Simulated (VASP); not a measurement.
All values below come from PBE GGA with D4 dispersion, VASP's PBE PAW potentials (set 64) (plane waves; VASP).

VASP input:

### INCAR
```
# general
SYSTEM  = NiSb
PREC    = Accurate
ENCUT   = 520   # plane-wave cut-off (eV)
LREAL   = F   # projection in real space or not
LASPH   = T
ICHARG  = 11

# electronic loop
EDIFF   = 1E-7
NELM    = 100   # most electronic steps
ALGO    = Normal
LMAXMIX = 4   # l cut-off of mixed one-centre charges

# smearing
ISMEAR  = 0   # Gaussian
SIGMA   = 0.05   # width (eV)

# functional
GGA     = PE
IVDW    = 13   # D4

# output
LWAVE   = F
LCHARG  = F
LORBIT  = 11
```

**KPOINTS**
```
k-points along high-symmetry lines
10
Line-mode
Reciprocal
  0.000000   0.000000   0.000000 ! GAMMA
 -0.000000   0.500000   0.000000 ! M

 -0.000000   0.500000   0.000000 ! M
 -0.333333   0.666667   0.000000 ! K

 -0.333333   0.666667   0.000000 ! K
  0.000000   0.000000   0.000000 ! GAMMA

  0.000000   0.000000   0.000000 ! GAMMA
  0.000000   0.000000   0.500000 ! A

  0.000000   0.000000   0.500000 ! A
 -0.000000   0.500000   0.500000 ! L

 -0.000000   0.500000   0.500000 ! L
 -0.333333   0.666667   0.500000 ! H

 -0.333333   0.666667   0.500000 ! H
  0.000000   0.000000   0.500000 ! A

 -0.000000   0.500000   0.500000 ! L
 -0.000000   0.500000   0.000000 ! M

 -0.333333   0.666667   0.500000 ! H
 -0.333333   0.666667   0.000000 ! K
```

POSCAR:
```
NiSb
1
    1.9584426006    -3.3921222494     0.0000000000
    1.9584426006     3.3921222494    -0.0000000000
   -0.0000000000     0.0000000000     5.1204854048
Ni Sb
2 2
Direct
  0.0000000000   0.0000000000   0.5000000000
  0.0000000000   0.0000000000   0.0000000000
  0.3333330000   0.6666670000   0.2500000000
  0.6666670000   0.3333330000   0.7500000000
```

POTCAR, in this order: Ni Sb (PBE.64 set). Program: vasp_std. Read from the step before: CHGCAR.

What VASP printed:

File OSZICAR:
```
       N       E                     dE             d eps       ncg     rms          rms(c)
DAV:   1     0.167528870068E+03    0.16753E+03   -0.12914E+04  3420   0.165E+03
DAV:   2    -0.111140967999E+02   -0.17864E+03   -0.17384E+03  3462   0.325E+02
DAV:   3    -0.196898973141E+02   -0.85758E+01   -0.82316E+01  3969   0.855E+01
DAV:   4    -0.198981219974E+02   -0.20822E+00   -0.20599E+00  3794   0.121E+01
DAV:   5    -0.199045838094E+02   -0.64618E-02   -0.64526E-02  4252   0.227E+00
DAV:   6    -0.199048269085E+02   -0.24310E-03   -0.24307E-03  4412   0.367E-01
DAV:   7    -0.199048317690E+02   -0.48606E-05   -0.48604E-05  4435   0.450E-02
DAV:   8    -0.199048318782E+02   -0.10914E-06   -0.10930E-06  3142   0.510E-03
DAV:   9    -0.199048318828E+02   -0.46498E-08   -0.44786E-08  2318   0.136E-03
   1 F= -.22123501E+02 E0= -.22120608E+02  d E =-.578641E-02
```

OUTCAR:
```
 val. band max:       10.3918813564   @ k =   0.0000   0.5000   0.2222

 cond. band min:      10.4024615875   @ k =   0.0000   0.1111   0.5000



 k-point     1 :       0.0000    0.0000    0.0000
  band No.  band energies     occupation
      1      -2.8948      2.00000
      2       1.6895      2.00000
      3       3.8353      2.00000
      4       6.1840      2.00000
      5       6.1840      2.00000
      6       6.9504      2.00000
      7       7.5383      2.00000
      8       7.5383      2.00000
      9       7.9968      2.00000
     10       7.9968      2.00000
     11       8.7792      2.00000
     12       8.7792      2.00000
     13      10.0960      2.00000
     14      10.7631      0.00000
     15      10.7632      0.00000
     16      12.6649      0.00000
     17      12.6649      0.00000
     18      13.3248      0.00000
     19      14.2258      0.00000

 k-point     2 :       0.0000    0.0556    0.0000
  band No.  band energies     occupation
      1      -2.8556      2.00000
      2       1.6882      2.00000
      3       3.8795      2.00000
      4       6.1757      2.00000
      5       6.1925      2.00000
      6       6.9378      2.00000
      7       7.5083      2.00000
      8       7.5219      2.00000
      9       7.9728      2.00000
     10       8.0042      2.00000
     11       8.7767      2.00000
     12       8.7794      2.00000
     13      10.0840      2.00000
     14      10.4224      0.56642
     15      10.6044      0.00000
     16      12.3618      0.00000
     17      12.8118      0.00000
     18      13.8566      0.00000
     19      14.1658      0.00000

 k-point     3 :       0.0000    0.1111    0.0000
  band No.  band energies     occupation
      1      -2.7382      2.00000
      2       1.6811      2.00000
      3       4.0112      2.00000
      4       6.1437      2.00000
      5       6.2178      2.00000
      6       6.8903      2.00000
      7       7.4208      2.00000
      8       7.4756      2.00000
...
```

The density is held fixed in this step, so its total energy and stress have no physical meaning. Unless said otherwise, spin-orbit coupling is left out, though it shifts the bands of the heavy elements here.

The compound is NiSb in the NiAs type structure. It was relaxed first. The run is not spin-polarised, so no magnetic state was tried.
